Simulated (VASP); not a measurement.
These are PBE GGA + U (Dudarev), VASP's PBE PAW potentials (set 64) (plane waves; VASP 6.6.1) values and carry that method's errors.

The input files of a VASP run:

File KPOINTS:
```
Regular mesh
0
Gamma
 10 11 10
```

INCAR:
```
SYSTEM = AuZn
PREC = Accurate
ENCUT = 400
EDIFF = 1E-6
NELM = 100
ALGO = Normal
LREAL = .FALSE.
LASPH = .TRUE.
ISMEAR = 1
SIGMA = 0.1
GGA = PE
LMAXMIX = 6
LWAVE = .FALSE.
LCHARG = .FALSE.
ISIF = 2
LDAU = .TRUE.
LDAUTYPE = 2
LDAUL = 2 -1
LDAUU = 3.0 0
LDAUJ = 0 0
LDAUPRINT = 1
LORBIT = 10
```

POSCAR:
```
AuZn
1
    3.1968130000     0.0000000000     0.0000000000
    0.0000000000     3.0925390000     0.0000000000
    0.0000000000     0.0000000000     3.2034120000
Zn Au
1 1
Direct
  0.5000000000   0.5000000000   0.5000000000
  0.0251430000   0.0000000000   0.0000000000
```

POTCAR, in this order: Zn Au (PBE.64 set). Program: vasp_std.

Output

**OSZICAR**
```
       N       E                     dE             d eps       ncg     rms          rms(c)
DAV:   1     0.109439451546E+03    0.10944E+03   -0.10133E+04  6711   0.166E+03
DAV:   2    -0.129233662987E+01   -0.11073E+03   -0.10752E+03  6774   0.306E+02
DAV:   3    -0.487523438025E+01   -0.35829E+01   -0.35728E+01  7880   0.670E+01
DAV:   4    -0.489542805432E+01   -0.20194E-01   -0.20187E-01  7607   0.436E+00
DAV:   5    -0.489563453326E+01   -0.20648E-03   -0.20648E-03  7950   0.431E-01    0.837E+00
DAV:   6    -0.448117644424E+01    0.41446E+00   -0.15364E+00  6529   0.131E+01    0.519E+00
DAV:   7    -0.445903623972E+01    0.22140E-01   -0.38563E-02  8201   0.497E+00    0.286E+00
DAV:   8    -0.445136466916E+01    0.76716E-02   -0.11366E-02  7558   0.126E+00    0.177E-01
DAV:   9    -0.445136586708E+01   -0.11979E-05   -0.34722E-04  7677   0.242E-01    0.703E-02
DAV:  10    -0.445137441062E+01   -0.85435E-05   -0.47957E-05  7920   0.879E-02    0.163E-02
DAV:  11    -0.445137551695E+01   -0.11063E-05   -0.53635E-06  7131   0.507E-02    0.487E-03
DAV:  12    -0.445137537364E+01    0.14331E-06   -0.36022E-07  3513   0.135E-02
   1 F= -.44513754E+01 E0= -.44513777E+01  d E =0.691102E-05
```

**OUTCAR**
```
------------------------ aborting loop because EDIFF is reached ----------------------------------------
  FORCE on cell =-STRESS in cart. coord.  units (eV):
  Direction    XX          YY          ZZ          XY          YZ          ZX
  --------------------------------------------------------------------------------------
  Total        0.2473609      0.3529084      0.2520401      0.0000000      0.0000000      0.0000000
  in kB       12.5140073     17.8536667     12.7507297      0.0000000      0.0000000      0.0000000
  external PRESSURE =      14.3728012 kB  Pullay stress =       0.0000000 kB
  volume of cell :       31.67
      direct lattice vectors                 reciprocal lattice vectors
     3.196813000  0.000000000  0.000000000     0.312811541  0.000000000  0.000000000
     0.000000000  3.092539000  0.000000000     0.000000000  0.323358897  0.000000000
     0.000000000  0.000000000  3.203412000     0.000000000  0.000000000  0.312167152
 POSITION                                       TOTAL-FORCE (eV/Angst)
 -----------------------------------------------------------------------------------
      1.59841      1.54627      1.60171         0.263715      0.000000      0.000000
      0.08038      0.00000      0.00000        -0.263715      0.000000      0.000000
 -----------------------------------------------------------------------------------
    total drift:                                0.000006      0.000000     -0.000000
  FREE ENERGIE OF THE ION-ELECTRON SYSTEM (eV)
  ---------------------------------------------------
  free  energy   TOTEN  =        -4.4513753736 eV

  energy  without entropy=       -4.4513822847  energy(sigma->0) =       -4.45137768

 total charge

# of ion       s       p       d       tot
------------------------------------------
    1        0.517   0.432   9.817  10.766
    2        0.623   0.381   8.705   9.708
--------------------------------------------------
tot          1.139   0.812  18.522  20.474
```
(Selected blocks of OUTCAR.)

**OUTCAR**
```
 val. band max:        6.8335734251   @ k =   0.4000   0.4545   0.2000

 cond. band min:       6.8742381916   @ k =   0.0000   0.3636   0.3000


 Fermi energy:         6.8724493649

 k-point     1 :       0.0000    0.0000    0.0000
  band No.  band energies     occupation
      1      -3.5645      2.00000
      2      -2.1667      2.00000
      3      -2.1557      2.00000
      4      -1.6850      2.00000
      5      -1.6454      2.00000
      6      -1.6376      2.00000
      7       1.2186      2.00000
      8       1.3397      2.00000
      9       3.0144      2.00000
     10       3.0989      2.00000
     11       3.1017      2.00000
     12      11.5324      0.00000
     13      11.6222      0.00000
     14      12.5893      0.00000
     15      15.4663      0.00000

 k-point     2 :       0.1000    0.0000    0.0000
  band No.  band energies     occupation
      1      -3.3938      2.00000
      2      -2.1425      2.00000
      3      -2.1160      2.00000
      4      -1.6875      2.00000
      5      -1.6406      2.00000
      6      -1.6361      2.00000
      7       1.2185      2.00000
      8       1.3766      2.00000
      9       2.8927      2.00000
     10       2.9967      2.00000
     11       3.0908      2.00000
     12      10.3482      0.00000
     13      11.8470      0.00000
     14      12.8881      0.00000
     15      16.2650      0.00000

 k-point     3 :       0.2000    0.0000    0.0000
  band No.  band energies     occupation
      1      -2.8988      2.00000
      2      -2.0781      2.00000
      3      -2.0095      2.00000
      4      -1.6930      2.00000
      5      -1.6489      2.00000
      6      -1.6118      2.00000
      7       1.1946      2.00000
      8       1.4905      2.00000
      9       2.5972      2.00000
     10       2.7382      2.00000
     11       3.0694      2.00000
     12       8.2303     -0.00000
     13      12.7208      0.00000
     14      13.7270      0.00000
     15      16.8379      0.00000
...
```

Unless said otherwise, spin-orbit coupling is left out, though it shifts the bands of the heavy elements here.

The compound is AuZn in the CsCl type structure. The cell was not relaxed at this level, atoms are displaced from their ideal sites. The run is one of a series of settings (LDAU = .TRUE., LDAUJ = 0 0, LDAUL = 2 -1, LDAUTYPE = 2, LDAUU = 3.0 0 against the base run), some of them coarse on purpose. The electron count is odd and the run is not spin-polarised, which forces a metal.
